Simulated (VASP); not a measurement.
A run of VASP 6.6.1 is set up as follows.

INCAR

```
PREC     = Accurate       # precision mode
ENCUT    = 600            # plane-wave cutoff, eV
EDIFF    = 1E-7           # SCF threshold, eV
ISMEAR   = -1             # smearing method
SIGMA    = 0.05           # smearing width, eV
LREAL    = F              # projectors in reciprocal space
LASPH    = T              # aspherical terms in the spheres
NELM     = 60             # most SCF steps
ALGO     = Normal         # electronic algorithm
ISIF     = 3              # what is computed and relaxed
LWAVE    = F              # write WAVECAR
LCHARG   = F              # write CHGCAR
GGA      = PS             # functional
IBRION   = 2              # ionic algorithm
NSW      = 60             # ionic steps
EDIFFG   = -0.01          # ionic threshold
KPAR     = 8
```

Contents of KPOINTS:

```
regular mesh
0
Gamma
  8 8 2
```

File POSCAR:

```
Mg5CdO6
1.0
    3.0346666026      0.0000000000      0.0000000000
    0.0000000000      3.0346666026      0.0000000000
    0.0000000000      0.0000000000     12.7600000000
Cd Mg O
1 5 6
Direct
    0.0000000000      0.0000000000      0.0000000000
    0.5000000000      0.5000000000      0.1739811900
    0.0000000000      0.0000000000      0.3369906000
    0.5000000000      0.5000000000      0.5000000000
    0.0000000000      0.0000000000      0.6630094000
    0.5000000000      0.5000000000      0.8260188100
    0.5000000000      0.5000000000      0.0000000000
    0.0000000000      0.0000000000      0.1739811900
    0.5000000000      0.5000000000      0.3369906000
    0.0000000000      0.0000000000      0.5000000000
    0.5000000000      0.5000000000      0.6630094000
    0.0000000000      0.0000000000      0.8260188100
```

Potentials or basis: VASP PAW PBE potentials, release 64 (Cd, Mg, O).

Command:

```sh
$ cat potpaw_PBE.64/Cd/POTCAR potpaw_PBE.64/Mg/POTCAR potpaw_PBE.64/O/POTCAR > POTCAR
$ mpirun -np 8 vasp_std > vasp.out
```

(1) Estimate the relaxed cell.

(2) Predict the relaxed volume.

(3) Estimate the space group after relaxing (to 0.05 Å).

Answers

(1) a = 3.067 Å, b = 3.067 Å, c = 12.957 Å, α = 90.00°, β = 90.00°, γ = 90.00°.

(2) 10.15 Å³/atom.

(3) P4/mmm (No. 123).

Caveat: the PAW data sets were made with another functional, which shifts forces and pressure a little.
